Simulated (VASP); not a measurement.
```
HfGe
1.0
    3.34154     0.00000     0.00000
    0.00000     3.34154     0.00000
    0.00000     0.00000     3.34154
Hf Ge
1 1
Direct
  0.00000   0.00000   0.00000
  0.50000   0.50000   0.50000
```

The numbers are results of r2SCAN meta-GGA, VASP's PBE PAW potentials (set 64) (plane waves; VASP), not measurements. Numerical set-up: 400 eV cut-off, 10×10×10 Γ-centred mesh, first-order Methfessel-Paxton smearing of 0.10 eV, potentials Hf_pv Ge_d.

Q: The ions, cell shape and volume are relaxed. Give the cell that the relaxation ends in.

A: 
```
HfGe
1.0
    3.32123     0.00000     0.00000
    0.00000     3.32123     0.00000
    0.00000     0.00000     3.32123
Hf Ge
1 1
Direct
  0.00000   0.00000   0.00000
  0.50000   0.50000   0.50000
```
Space group Pm-3m (221), at a tolerance of 0.03 Å.

Q: How do energy and volume change from the first to the last step?

A: The energy (σ→0) changes by -2.4 meV/atom and the volume by -1.8 %, in 3 ionic steps.

```tsv
step	E(σ→0) (eV)	max force (eV/Å)	pressure (GPa)	volume (Å³)
1	-59.4970	0.000	-2.15	37.31
2	-59.4970	0.000	2.44	35.97
3	-59.5019	0.000	0.04	36.64
```

The structure was generated: HfGe was put into the CsCl type (Pm-3m), which need not be its known phase. This run relaxes it. Symmetry was kept, so distortions that lower it aren't found.
